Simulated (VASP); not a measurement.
Output of a VASP run:

OSZICAR:
```
       N       E                     dE             d eps       ncg     rms          rms(c)
DAV:   1     0.353717736423E+03    0.35372E+03   -0.13927E+04   792   0.811E+02
DAV:   2     0.337785559222E+02   -0.31994E+03   -0.31689E+03  1149   0.172E+02
DAV:   3    -0.109968589450E+02   -0.44775E+02   -0.44649E+02   938   0.742E+01
DAV:   4    -0.124295332310E+02   -0.14327E+01   -0.14303E+01   893   0.168E+01
DAV:   5    -0.124609847005E+02   -0.31451E-01   -0.31448E-01   928   0.295E+00    0.114E+01
DAV:   6    -0.120848858382E+02    0.37610E+00   -0.33686E-01   807   0.236E+00    0.787E+00
DAV:   7    -0.119768522364E+02    0.10803E+00   -0.85287E-01   808   0.376E+00    0.979E-01
DAV:   8    -0.119543009909E+02    0.22551E-01   -0.12018E-01   805   0.146E+00    0.405E-01
DAV:   9    -0.119547165459E+02   -0.41556E-03   -0.34319E-03   889   0.281E-01    0.216E-01
DAV:  10    -0.119551651445E+02   -0.44860E-03   -0.50799E-04   830   0.102E-01    0.796E-02
DAV:  11    -0.119553308972E+02   -0.16575E-03   -0.11083E-04   824   0.437E-02    0.250E-02
DAV:  12    -0.119556435846E+02   -0.31269E-03   -0.13023E-04   801   0.444E-02    0.245E-02
DAV:  13    -0.119558868863E+02   -0.24330E-03   -0.72455E-05   847   0.298E-02    0.284E-02
DAV:  14    -0.119560303812E+02   -0.14349E-03   -0.34220E-05   754   0.205E-02    0.938E-03
DAV:  15    -0.119560651817E+02   -0.34800E-04   -0.63704E-06   854   0.968E-03    0.567E-03
DAV:  16    -0.119561236410E+02   -0.58459E-04   -0.12067E-05   713   0.999E-03    0.301E-03
DAV:  17    -0.119561277019E+02   -0.40608E-05   -0.39146E-07   442   0.257E-03    0.217E-03
DAV:  18    -0.119561293685E+02   -0.16667E-05   -0.23998E-07   416   0.181E-03    0.735E-04
DAV:  19    -0.119561302775E+02   -0.90898E-06   -0.14020E-07   420   0.140E-03
   1 F= -.11956130E+02 E0= -.11955759E+02  d E =-.743230E-03
```

OUTCAR:
```
------------------------ aborting loop because EDIFF is reached ----------------------------------------
  FORCE on cell =-STRESS in cart. coord.  units (eV):
  Direction    XX          YY          ZZ          XY          YZ          ZX
  --------------------------------------------------------------------------------------
  Total       -1.6528091     -2.5673444      1.2350715     -0.0000000      0.0000000      0.0000000
  in kB       -3.9869528     -6.1930209      2.9792743     -0.0000000      0.0000000      0.0000000
  external PRESSURE =      -2.4002331 kB  Pullay stress =       0.0000000 kB
  volume of cell :      664.19
      direct lattice vectors                 reciprocal lattice vectors
     4.881968000  0.000000000  0.000000000     0.204835427  0.000000000  0.000000000
     0.000000000  9.977968000  0.000000000     0.000000000  0.100220806  0.000000000
     0.000000000  0.000000000 13.635000000     0.000000000  0.000000000  0.073340667
 POSITION                                       TOTAL-FORCE (eV/Angst)
 -----------------------------------------------------------------------------------
      4.13014      8.81055      8.63500         0.052792     -0.133893      0.086081
      3.19281      3.82156      8.63500        -0.052792     -0.133893      0.086081
      1.68916      6.15641      8.63500         0.052792      0.133893      0.086081
      0.75182      1.16742      8.63500        -0.052792      0.133893      0.086081
      1.68916      8.81055      5.00000         0.052792     -0.133893     -0.086081
      0.75182      3.82156      5.00000        -0.052792     -0.133893     -0.086081
      4.13014      6.15641      5.00000         0.052792      0.133893     -0.086081
      3.19281      1.16742      5.00000        -0.052792      0.133893     -0.086081
 -----------------------------------------------------------------------------------
    total drift:                               -0.000000      0.000000      0.000000
  FREE ENERGIE OF THE ION-ELECTRON SYSTEM (eV)
  ---------------------------------------------------
  free  energy   TOTEN  =       -11.9561302775 eV

  energy  without entropy=      -11.9553870479  energy(sigma->0) =      -11.95575866
```
(Selected blocks of OUTCAR.)

### POSCAR
```
I
1
    4.8819680000     0.0000000000     0.0000000000
    0.0000000000     9.9779680000     0.0000000000
    0.0000000000     0.0000000000    13.6350000000
I
8
Direct
  0.8460000000   0.8830000000   0.6332970000
  0.6540000000   0.3830000000   0.6332970000
  0.3460000000   0.6170000000   0.6332970000
  0.1540000000   0.1170000000   0.6332970000
  0.3460000000   0.8830000000   0.3667030000
  0.1540000000   0.3830000000   0.3667030000
  0.8460000000   0.6170000000   0.3667030000
  0.6540000000   0.1170000000   0.3667030000
```

Task: Reconstruct the remaining input files.

Result: This is not unique; one that fits is the input of the run itself, PBE GGA, plane waves, VASP's PBE PAW potentials (set 64).

INCAR:
```
LREAL = .FALSE.   ! projection in real space or not
EDIFF = 1E-6
IDIPOL = 3
ALGO = Normal   ! blocked Davidson
ENCUT = 300   ! plane-wave cut-off (eV)
LCHARG = .FALSE.
LDIPOL = .TRUE.
ISMEAR = 0   ! Gaussian
SYSTEM = I
GGA = PE   ! PBE
LMAXMIX = 4   ! l cut-off of mixed one-centre charges
PREC = Accurate
NELM = 100
SIGMA = 0.272
LWAVE = .FALSE.
DIPOL = 0.5 0.5 0.5
LASPH = .TRUE.   ! aspherical one-centre terms
ISIF = 2
```

File KPOINTS:
```
kpoints
0
gamma
  7 4 1
```

POTCAR, in this order: I (PBE.64 set). Program: vasp_std.

The cell holds a wide vacuum, so values per volume refer to the whole cell.

The cell is a sheet with vacuum, built from a generated structure.
